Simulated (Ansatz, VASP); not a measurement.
**PtSe2 (Sudovikovite): VASP beside Ansatz**

Wanted: the spread between two codes on one cell, functional and k mesh. The cell is taken from a series of runs on this material, whose earlier steps may have relaxed, scaled, displaced or heated it; both programs get it as it stands.

Method: plane waves, with VASP 6.6.1 beside it; relaxation of cell and atoms at LDA, in Ansatz 0.2.0.

## Step 1: The structure

It takes space group P-3m1 (No. 164, trigonal). The conventional cell has a = 3.741 Å, b = 3.741 Å, c = 4.761 Å, α = 90.00°, β = 90.00°, γ = 120.00°. Nearest to Pt lie 6 Se at 2.50 Å. Nearest to Se lie 3 Pt at 2.50 Å. Farther neighbours and most contacts between anions are not listed.

As a file:

```cif
data_structure
_symmetry_space_group_name_H-M 'P-3m1'
_symmetry_Int_Tables_number 164
_cell_length_a 3.7413
_cell_length_b 3.7413
_cell_length_c 4.7608
_cell_angle_alpha 90.000
_cell_angle_beta 90.000
_cell_angle_gamma 120.000
_cell_volume 57.71
loop_
_atom_site_label
_atom_site_type_symbol
_atom_site_symmetry_multiplicity
_atom_site_Wyckoff_symbol
_atom_site_fract_x
_atom_site_fract_y
_atom_site_fract_z
_atom_site_occupancy
Pt1 Pt 1 a 0.00000 0.00000 0.00000 1
Se1 Se 2 d 0.33333 0.66667 0.26470 1
```

## Step 2: VASP: relaxation of cell and atoms, LDA

The relaxed volume is the usual yardstick between codes: in a stiff, nearly cubic crystal its relative difference is about their pressure difference at one cell divided by the bulk modulus.

Lines of VASP's logs that name or quote its potential files are left out, and so is its time.

File INCAR:

```
SYSTEM = PtSe2
PREC = Accurate
ENCUT = 500
EDIFF = 1E-07
NELM = 120
ISMEAR = 1
SIGMA = 0.2
LREAL = .FALSE.
ALGO = Normal
GGA = CA
NBANDS = 17
LASPH = .TRUE.
LORBIT = 11
LWAVE = .FALSE.
LCHARG = .FALSE.
ISIF = 3
IBRION = 2
NSW = 80
EDIFFG = -0.005
GGA_COMPAT = .FALSE.
NELMIN = 4
```

File POSCAR:

```
PtSe2
1.0
    3.7412800000      0.0000000000      0.0000000000
   -1.8706400000      3.2400430000      0.0000000000
    0.0000000000      0.0000000000      4.7608100000
Pt Se
1 2
Direct
    0.0000000000      0.0000000000      0.0000000000
    0.3333333848      0.6666667695      0.2647005447
    0.6666666152      0.3333332305      0.7352994553
```

File KPOINTS:

```
Automatic mesh
0
Gamma
15 15 10
0 0 0
```

Potentials, in the order of the species: Pt and Se (LDA family, release 64).

The run is started by

```
mpirun -np 1 vasp_std
```

Numbers of over 12 decimals in the logs are rounded to 6 here.

The log of the run:

```text
[banner, memory and clock lines left out]
running    1 mpi-ranks, on    1 nodes
 distrk:  each k-point on    1 cores,    1 groups
 distr:  one band on    1 cores,    1 groups

 POSCAR found type information on POSCAR PtSe
 POSCAR found :  2 types and       3 ions
 LDA part: xc-table for (Slater(with rela. corr.)+CA(PZ))
 , standard interpolation
 POSCAR, INCAR and KPOINTS ok, starting setup
 FFT: planning ... GRIDC
 FFT: planning ... GRID_SOFT
 FFT: planning ... GRID
 WAVECAR not read
 entering main loop
       N       E                     dE             d eps       ncg     rms          rms(c)
DAV:   1     0.106282595612E+03    0.10628E+03   -0.10018E+04  8236   0.111E+03
DAV:   2    -0.132286441937E+02   -0.11951E+03   -0.11596E+03 10134   0.218E+02
DAV:   3    -0.178564485641E+02   -0.46278E+01   -0.45978E+01  9770   0.437E+01
DAV:   4    -0.178901289781E+02   -0.33680E-01   -0.33668E-01 10485   0.403E+00
DAV:   5    -0.178904399753E+02   -0.31100E-03   -0.31098E-03 10170   0.369E-01    0.131E+01
DAV:   6    -0.173274495228E+02    0.56299E+00   -0.43986E+00  8240   0.190E+01    0.806E+00
DAV:   7    -0.171219611039E+02    0.20549E+00   -0.84227E-01  8224   0.926E+00    0.400E+00
DAV:   8    -0.170939666637E+02    0.27994E-01   -0.58536E-02  8877   0.172E+00    0.795E-01
DAV:   9    -0.170910979368E+02    0.28687E-02   -0.66412E-03  9158   0.772E-01    0.207E-01
DAV:  10    -0.170910744121E+02    0.23525E-04   -0.10765E-03  9432   0.210E-01    0.399E-02
DAV:  11    -0.170910698849E+02    0.45272E-05   -0.46723E-05  9964   0.571E-02    0.251E-02
DAV:  12    -0.170910688264E+02    0.10585E-05   -0.41083E-06  9191   0.134E-02    0.299E-03
DAV:  13    -0.170910687080E+02    0.11840E-06   -0.51861E-07  9171   0.591E-03    0.138E-03
DAV:  14    -0.170910687059E+02    0.20852E-08   -0.45386E-08  4519   0.161E-03
   1 F= -.17091069E+02 E0= -.17091294E+02  d E =-.170911E+02
[...]
2 F= -.17090523E+02 E0= -.17090764E+02  d E =0.545286E-03
[...]
3 F= -.17091339E+02 E0= -.17091569E+02  d E =-.269825E-03
[...]
4 F= -.17091338E+02 E0= -.17091569E+02  d E =-.269751E-03
[...]
5 F= -.17091350E+02 E0= -.17091583E+02  d E =-.114668E-04
 ZBRENT: can't locate minimum, use default step
 trial-energy change:   -0.000011  1 .order   -0.000011   -0.000013   -0.000010
 step:   3.4863(harm=  4.4088)  dis= 0.00168  next Energy=   -17.091371 (dE=-0.321E-04)
 bond charge predicted
       N       E                     dE             d eps       ncg     rms          rms(c)
DAV:   1    -0.170914859857E+02   -0.13606E-03   -0.65784E-03  8112   0.548E-01    0.719E-02
DAV:   2    -0.170913997321E+02    0.86254E-04   -0.69015E-04  8639   0.247E-01    0.388E-02
DAV:   3    -0.170913756485E+02    0.24084E-04   -0.53030E-05  9773   0.732E-02    0.144E-02
DAV:   4    -0.170913704557E+02    0.51928E-05   -0.31138E-05  8713   0.307E-02    0.549E-03
DAV:   5    -0.170913704190E+02    0.36719E-07   -0.10345E-06  9042   0.663E-03    0.349E-03
DAV:   6    -0.170913704321E+02   -0.13082E-07   -0.98818E-08  5802   0.271E-03
   6 F= -.17091370E+02 E0= -.17091611E+02  d E =-.319751E-04
 curvature:  -2.05 expect dE=-0.478E-05 dE for cont linesearch -0.231E-05
 trial: gam=-0.12112 g(F)=  0.233E-06 g(S)=  0.210E-05 ort = 0.405E-05 (trialstep = 0.139E+01)
 search vector abs. value=  0.156E-05
 reached required accuracy - stopping structural energy minimisation
```

OUTCAR, selected parts (step 2):

```text
ion  position               nearest neighbor table
   1  0.000  0.000  0.000-   3 2.50   2 2.50   3 2.50   2 2.50   3 2.50   2 2.50
   2  0.333  0.667  0.265-   1 2.50   1 2.50   1 2.50
   3  0.667  0.333  0.735-   1 2.50   1 2.50   1 2.50

  LATTYP: Found a hexagonal cell.
 ALAT       =     3.7412800000
 C/A-ratio  =     1.2725083394

 Subroutine GETGRP returns: Found 12 space group operations
 (whereof 12 operations were pure point group operations)

The static configuration has the point symmetry D_3d.

 Found    238 irreducible k-points:

   k-points           NKPTS =    238   k-points in BZ     NKDIM =    238   number of bands    NBANDS=     17

   dimension x,y,z NGX =    28 NGY =   28 NGZ =   36
   dimension x,y,z NGXF=    56 NGYF=   56 NGZF=   72

   ENCUT  =  500.0 eV  36.75 Ry    6.06 a.u.   6.82  6.82  8.68*2*pi/ulx,y,z

   NELECT =      22.0000    total number of electrons

 k-points in reciprocal lattice and weights: Automatic mesh
   0.00000000  0.00000000  0.00000000       0.000
   0.06666667  0.00000000  0.00000000       0.003
   0.13333333  0.00000000  0.00000000       0.003
   0.20000000  0.00000000  0.00000000       0.003
   0.26666667  0.00000000  0.00000000       0.003
   0.33333333 -0.00000000  0.00000000       0.003
   0.40000000  0.00000000  0.00000000       0.003
   0.46666667  0.00000000  0.00000000       0.003
   0.06666667  0.06666667  0.00000000       0.003
[...]
0.33333333  0.26666667  0.50000000       0.005
   0.33333333  0.33333333  0.50000000       0.001

 average (electrostatic) potential at core
       1 -68.0331       2 -58.2958       3 -58.2958

 E-fermi :   7.0567

 k-point     1 :       0.0000    0.0000    0.0000
  band No.  band energies     occupation
    ...
      6       3.1552      2.00000
      7       3.1552      2.00000
      8       4.5799      2.00000
      9       6.0436      2.00000
     10       6.0436      2.00000
     11       7.9218     -0.00000
     12       8.1606     -0.00000
     13       8.1606     -0.00000
     14      10.2275     -0.00000
     15      11.2362      0.00000
    ...

 k-point     2 :       0.0667    0.0000    0.0000
  band No.  band energies     occupation
    ...
      6       3.0895      2.00000
      7       3.1187      2.00000
      8       4.4700      2.00000
      9       5.8119      2.00000
     10       5.9604      2.00000
     11       7.4122     -0.03060
     12       8.2302     -0.00000
     13       8.4961     -0.00000
     14      10.5891     -0.00000
     15      11.5404      0.00000
    ...

 k-point     3 :       0.1333    0.0000    0.0000
  band No.  band energies     occupation
    ...
      7       3.0249      2.00000
      8       4.1361      2.00000
      9       5.4051      2.00000
     10       5.7254      2.00000
     11       6.7788      2.06432
     12       8.4259     -0.00000
     13       8.7158     -0.00000
     14      11.3360      0.00000
     15      12.2592      0.00000
     16      13.7969      0.00000
    ...

  Total        0.0045282      0.0045282     -0.0094646      0.0000000      0.0000000      0.0000000
  in kB        0.1255062      0.1255062     -0.2623249      0.0000000      0.0000000      0.0000000
  external PRESSURE =      -0.0037708 kB  Pullay stress =       0.0000000 kB

  energy-cutoff  :      500.00
  volume of cell :       57.81
      direct lattice vectors                 reciprocal lattice vectors
     3.745032752 -0.000000000  0.000000000     0.267020362  0.154164303 -0.000000000
    -1.872516376  3.243292977  0.000000000     0.000000000  0.308328605 -0.000000000
     0.000000000  0.000000000  4.759160078    -0.000000000 -0.000000000  0.210121110

 POSITION                                       TOTAL-FORCE (eV/Angst)
 -----------------------------------------------------------------------------------
      0.00000      0.00000      0.00000        -0.000000      0.000000      0.000000
      0.00000      2.16220      1.26230         0.000000      0.000000      0.001555
      1.87252      1.08110      3.49686        -0.000000     -0.000000     -0.001555
 -----------------------------------------------------------------------------------
    total drift:                                0.000000     -0.000000      0.000000

  FREE ENERGIE OF THE ION-ELECTRON SYSTEM (eV)
  ---------------------------------------------------
  free  energy   TOTEN  =       -17.0913704321 eV

  energy  without entropy=      -17.0920911023  energy(sigma->0) =      -17.09161066

 reached required accuracy - stopping structural energy minimisation

 total charge
# of ion       s       p       d       tot
------------------------------------------
    1        0.688   0.698   8.063   9.449
    2        1.492   2.225   0.076   3.792
    3        1.492   2.225   0.076   3.792
--------------------------------------------------
tot          3.671   5.147   8.215  17.033

[... 3 further parts left out ...]
```

The run keeps the 12 symmetry operations of its start, so it cannot find a distortion of lower symmetry.

## Step 3: Ansatz: relaxation of cell and atoms, LDA

Ansatz runs on its PAW soft_1 files.

The same cell, functional (in two slightly different forms), mesh and smearing now go to Ansatz, which takes its cutoff from its data sets.

File input.yaml:

```yaml
crystal:
  lattice:
    - [3.7412798046, 0.0, 0.0]
    - [-1.8706399023, 3.2400433535, 0.0]
    - [0.0, 0.0, 4.7608097054]
  atoms:
    - { symbol: Pt, position: [0.0, 0.0, 0.0] }
    - { symbol: Se, position: [0.3333333333, 0.6666666667, 0.2647004979] }
    - { symbol: Se, position: [0.6666666667, 0.3333333333, 0.7352995021] }
kpoints:
  mp_grid: { grid: [15, 15, 10] }
hamiltonian:
  xc: lda
  pseudopotentials: { kind: paw, azcp: { folder: soft_1 }, xc_functional: pbe }
scf:
  occupations: { method: methfessel_paxton, width: 0.2 }
output:
  forces: true
  stress: true
  eigenvalues: true
relax:
  adjacent_minimum: "off"
  f_tol: 0.001
  max_steps: 60
  cell: { stress_tol: 0.01 }
```

The run is started by

```
ansatz run input.yaml --threads 8 --pin off --max-ram 15360MiB --backend cpu --events-out ev --progress --plain --runs-dir out
```

The log of the run:

```text
Engine: ansatz 0.2.0, x86_64-unknown-linux-gnu
Pseudopotentials: kind: paw
Pseudopotential: Pt, paw, valence charge 18, recommended cutoff 420 eV (normal), soft_1/Pt.paw.azcp
Pseudopotential: Se, paw, valence charge 16, recommended cutoff 420 eV (normal), soft_1/Se.paw.azcp
Functional definition: SPW92
  exchange = slater_x
  correlation = pw_c
Crystal: 3 atoms, lattice volume = 57.710 Å³
Basis set: ecut = 420 eV, 1119 PW (Γ)
Bands: 30, of which v1, the nominal top of the filled ones, is band 25 counted from 1 (24 counted from 0)
Symmetry: 12 space group operations
Space group: P-3m1 (ITA 164), of the structure as read, at distance tolerance 3.9e-5 Å
k-points: 238 of 2250
Non-local potential: Pt, projectors of the file, l = 0: 3, l = 1: 2, l = 2: 2, l = 3: 1
Non-local potential: Se, projectors of the file, l = 0: 2, l = 1: 2, l = 2: 3, l = 3: 1
PAW form: soft (Blöchl's): semilocal exchange-correlation on the pseudo side does not see the compensation charge
PAW frozen core: Pt, regenerated for the run's functional, and the local potential with it (the file was generated under x = pbe(κ = 0.804, μ = 0.219515), c = pbe(β = 0.066725))
PAW frozen core: Se, regenerated for the run's functional, and the local potential with it (the file was generated under x = pbe(κ = 0.804, μ = 0.219515), c = pbe(β = 0.066725))
PAW one-centre angular grid: Pt, 590 points (default); XC on 64 Gauss nodes
PAW one-centre angular grid: Se, 590 points (default); XC on 64 Gauss nodes
Initial density: superposition of atomic densities (chi_scale 0.1, normalization cell, long waves kept (reshape's long-wave potential 0.01 eV rms))
Initial wavefunctions: pseudopotential atomic-orbital guess
Functional: x = slater, c = lda
SCF iter   1: F=—  HF=-23014.313758 eV  |F-HF|=—  |Δ(HF+E_count)|=         —  Δρ=5.11e-2  dr2=7.57e-1  ethr=3.10e-3  ⟨swp⟩=5.0  Hψ=25937  notcnv=0
preconditioner: auto → Kerker (q_TF=auto, 2.664 Å⁻¹)  [metal: Δε(μ)=0.021 eV  Ē_g=10.233 eV  σ=0.200 eV  W_gap=0.09  n_scr=22 (ndim 8)  ℏωp=22.9 eV  f_vac=0.007  D(μ)=0.61/eV (n_scr^D=2)]
SCF iter   2: F=—  HF=-23014.140269 eV  |F-HF|=—  |Δ(HF+E_count)|=   1.73e-1  S|Δr|=    0.00e0  Δρ=2.46e-2  dr2=2.06e-1  ethr=1.51e-3  ⟨swp⟩=2.0  Hψ=10098  notcnv=0  defer=88
SCF iter   3: F=—  HF=-23014.090718 eV  |F-HF|=—  |Δ(HF+E_count)|=   4.96e-2  S|Δr|=    0.00e0  Δρ=9.21e-3  dr2=4.55e-2  ethr=4.12e-4  ⟨swp⟩=2.0  Hψ=7714  notcnv=0  defer=88
SCF iter   4: F=—  HF=-23014.078707 eV  |F-HF|=—  |Δ(HF+E_count)|=   1.20e-2  S|Δr|=    0.00e0  Δρ=1.46e-3  dr2=3.26e-3  ethr=9.10e-5  ⟨swp⟩=2.6  Hψ=11937  notcnv=0  defer=88
SCF iter   5: F=—  HF=-23014.077860 eV  |F-HF|=—  |Δ(HF+E_count)|=   8.46e-4  S|Δr|=    0.00e0  Δρ=8.60e-4  dr2=8.20e-4  ethr=6.52e-6  ⟨swp⟩=2.0  Hψ=12041  notcnv=0  defer=88
SCF iter   6: F=—  HF=-23014.077572 eV  |F-HF|=—  |Δ(HF+E_count)|=   2.88e-4  S|Δr|=    0.00e0  Δρ=2.77e-4  dr2=7.90e-5  ethr=1.64e-6  ⟨swp⟩=2.0  Hψ=12055  notcnv=0  defer=88
SCF iter   7: F=—  HF=-23014.077562 eV  |F-HF|=—  |Δ(HF+E_count)|=   1.03e-5  S|Δr|=    0.00e0  Δρ=5.45e-5  dr2=2.83e-6  ethr=1.58e-7  ⟨swp⟩=2.0  Hψ=9261  notcnv=0  defer=88
SCF iter   8: F=—  HF=-23014.077562 eV  |F-HF|=—  |Δ(HF+E_count)|=   2.23e-7  S|Δr|=    0.00e0  Δρ=2.48e-5  dr2=5.81e-7  ethr=5.66e-9  ⟨swp⟩=2.0  Hψ=11969  notcnv=0  defer=88
SCF iter   9: F=-23014.077561 eV  HF=-23014.077561 eV  |F-HF|=2.98e-10  |Δ(HF+E_count)|=   9.92e-8  S|Δr|=    0.00e0  Δρ=8.87e-6  dr2=3.55e-8  ethr=2.00e-10  ⟨swp⟩=5.0  Hψ=31247  notcnv=0
SCF 1 converged in 9 iterations: F = -23014.077561 eV  dr2 = 3.55e-8
  greatest PAW one-centre occupation: 1.000 electrons in one spin orbital (limit 2), on the Se atom at site 2 (counted from 0), in its partial waves of l = 2
relax step   1: F+E_penalty+E_count = -23014.07756147 eV  Δ(F+E_penalty+E_count) = +0.000e0 eV  max|allowed force component| = 1.217e-3 eV/Å  Δτ_max = 0.0000 Å  P = -0.005 GPa  Ω = 57.710 Å³  (9 SCF iters, dr2 threshold 1.00e-7 eV, accepted)
[...]
relax step   2: F+E_penalty+E_count = -23014.07756164 eV  Δ(F+E_penalty+E_count) = -1.719e-7 eV  max|allowed force component| = 1.419e-3 eV/Å  Δτ_max = 0.0002 Å  P = +0.001 GPa  Ω = 57.710 Å³  energy of the carried Pulay correction = +4.568e-8 eV  (4 SCF iters, dr2 threshold 3.95e-10 eV, accepted)
[...]
relax step   3: F+E_penalty+E_count = -23014.07756289 eV  Δ(F+E_penalty+E_count) = -1.256e-6 eV  max|allowed force component| = 1.331e-4 eV/Å  Δτ_max = 0.0002 Å  P = +0.001 GPa  Ω = 57.706 Å³  energy of the carried Pulay correction = +1.077e-6 eV  (4 SCF iters, dr2 threshold 1.26e-10 eV, accepted)
[...]
relax step   4: F+E_penalty+E_count = -23014.07756194 eV  Δ(F+E_penalty+E_count) = +9.577e-7 eV  max|allowed force component| = 1.354e-4 eV/Å  Δτ_max = 0.0000 Å  P = +0.001 GPa  Ω = 57.706 Å³  stress off target by 2.98e-3 GPa  SCF on the basis re-selected at this cell (its energy is not comparable with the rows above)  (5 SCF iters)
basis re-selected at this cell: Δ(F+E_penalty+E_count) = +9.577e-7 eV, ΔP = +0.000 GPa vs the last step (what re-selecting the basis moved, of the pressure what is left beyond the Pulay correction that the steps carried, after the strain that the cell walked since its last selection, with what the two solves' SCF thresholds leave and, on support functions, any second-order correction that the steps lacked; it is no m [...]
SCF converged after 5 iterations
Stability not checked: this state was not tested for a lower state beside it, because cold or Methfessel-Paxton smearing, or corrected tetrahedra, fill the levels in a way that the test cannot read (fill_not_monotonic; see scf.lower_state_search)
Free energy (F): -23014.077562 eV
Harris-Foulkes:  -23014.077562 eV  (|F-HF|=7.28e-12)
Internal energy: -23014.078291 eV  (E = F + TS)
E sigma→0 (E₀):  -23014.077744 eV
Entropy (-TS):   0.000729 eV (0.243 meV/atom)
Fermi energy:    13.558419 eV
--- Per-component energies (eV) ---
  E_band       = -948.997435
  E_kinetic    = 820.725265
  E_local      = -6815.557770  (includes V_loc(G=0)·N_el)
  E_nonlocal   = -488.472451
  E_hartree    = 3351.443281
  E_xc         = -401.777763
  E_vxc        = -453.848173  (∫ρ·V_xc dr)
  E_paw        = -13299.485521  (= ΣΔE_a)
  E_vpaw       = -714.731142  (= ΣTr[D̂ρ^β])
  E_aug_tail   = 0.000326  (compensation charges beyond the density's cutoff)
  E_ewald      = -6185.852285
  E_core_change = 4.898628  (= ΣΔE_core)
  E_smearing   = 0.000729  (= −TS)
  E_closure    = -0.000000  (closes the sum)
  Σ components = -23014.077562   (vs F -23014.077562, Δ=0.00e0)
--- Forces (eV/Å), atoms counted from 1 ---
  atom   1  Pt     0.00000000     0.00000000     0.00000000
  atom   2  Se     0.00000000     0.00000000     0.00013545
  atom   3  Se    -0.00000000     0.00000000    -0.00013545
  max |Σ_I F_I| component: 5.78e-19 eV/Å
--- Stress (GPa, compression-positive) ---
        0.002978       0.000000       0.000000
        0.000000       0.002978       0.000000
        0.000000       0.000000      -0.002538
  P = ⅓ Tr σ = 0.0011 GPa (0.011 kbar)
--- Band table (eV; the first three rows and the last of 238) ---
  k-point 0: bands = [... 21 lower, 11.0627, 12.5330, 12.5330, 14.4074, 14.6754, 14.6754, 16.7291, 17.7024, ... 1 higher]
  k-point 1: bands = [... 21 lower, 11.0559, 12.4439, 12.4439, 14.0797, 14.8069, 14.8069, 16.8430, 18.0173, ... 1 higher]
  k-point 2: bands = [... 21 lower, 11.0269, 12.2387, 12.2387, 13.3601, 15.1340, 15.1340, 17.1811, 18.6893, ... 1 higher]
  k-point 237: bands = [... 21 lower, 9.1510, 10.0177, 11.0321, 11.0321, 15.9984, 15.9984, 20.2772, 21.0666, ... 1 higher]
--- Relaxed structure (3 steps of the walk, 3 accepted, 1 SCFs on fresh bases) ---
  F+E_penalty+E_count = -23014.07756194 eV   max|allowed force component| = 1.354e-4 eV/Å   (the final SCF, on the basis selected at the relaxed cell)
  cell:  # Å, volume = 57.7061 Å³
    - [3.741410, 0.0, 0.0]
    - [-1.870705, 3.240156, 0]
    - [0.0, 0, 4.760150]
  atoms:
    - { symbol: Pt, position: [0, 0, 0.0] }
    - { symbol: Se, position: [0.333333, 0.666667, 0.264694] }
    - { symbol: Se, position: [0.666667, 0.333333, 0.735306] }
```

In the SCF lines HF is the Harris–Foulkes energy and dr2 the Hartree energy of the density residual, in eV; the loop may stop once dr2 is under the threshold and the program's other checks hold. Hψ counts applications of the Hamiltonian.

## Step 4: Comparison

Known differences besides the potentials themselves: the two LDA forms differ slightly; the data sets hold 50 valence electrons in Ansatz (on its PAW soft_1 files) and 22 in VASP; the cutoff is 420 eV in Ansatz and 500 eV in VASP; VASP's log shows a relativistic correction to its local exchange, Ansatz's none; Ansatz adds a Pulay correction to the stress that steers its cell, VASP none. Total energies have different zeros and are not compared.

The two programs side by side:

| quantity | Ansatz | VASP | difference |
| --- | --- | --- | --- |
| volume (Å³) | 57.71 | 57.81 | -0.17 % |
| edge a after relaxation, in the typed setting (Å) | 3.741 | 3.745 | -0.10 % |
| edge c after relaxation, in the typed setting (Å) | 4.760 | 4.759 | +0.02 % |

## Step 5: Outcome

- difference in volume (relaxation of cell and atoms, LDA): -0.17 %

**Reading.** The difference in volume is -0.17 % (relaxation of cell and atoms, LDA), within the 1.2 % picked in this series as the mark of a large difference, as far as the stopping tolerances let one tell. The data sets hold unlike numbers of valence electrons (50 in Ansatz and 22 in VASP), so part of the differences comes from the potentials. How closely two codes agree says nothing of how well the functional describes the real material.

[Lines on the potential files, build, host, timing and source positions are cut from VASP's logs without a mark.]

[Logs are printed without paths, hosts, clocks, repeated set-up lines and the standing remarks that a program may print on its own settings, such as how far it seeks lower states.]

[Hosts, paths, dates, database ids (printed as entryN), source tags and the programs' standing remarks are cut or masked in the printed files.]
